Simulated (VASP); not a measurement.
Given:

```
CELL_PARAMETERS angstrom
      0.00000     3.16388     3.16388
      3.16388     0.00000     3.16388
      3.16388     3.16388     0.00000
ATOMIC_POSITIONS crystal
  Y  0.00000 0.00000 0.00000
  B  0.25000 0.25000 0.25000
```

Computed with PBEsol GGA, VASP's PBE PAW potentials (set 64) (plane waves; VASP). Settings: 520 eV cut-off, 9×9×9 Γ-centred mesh, first-order Methfessel-Paxton smearing of 0.10 eV, potentials Y_sv B.

Energy and stress use the plane-wave basis of the starting cell.

Q: The ions, cell shape and volume are relaxed. Give the cell that the relaxation ends in.

A: 
```
CELL_PARAMETERS angstrom
      0.00000     2.83899     2.83899
      2.83899     0.00000     2.83899
      2.83899     2.83899     0.00000
ATOMIC_POSITIONS crystal
  Y  0.00000 0.00000 0.00000
  B  0.25000 0.25000 0.25000
```
Space group F-43m (216), at a tolerance of 0.03 Å.

Q: How do energy and volume change from the first to the last step?

A: The energy (σ→0) changes by -370.7 meV/atom and the volume by -27.8 %, in 3 ionic steps.

The structure was generated: YB was put into the zinc blende type (F-43m), which need not be its known phase. This run relaxes it. Symmetry was kept, so distortions that lower it aren't found.
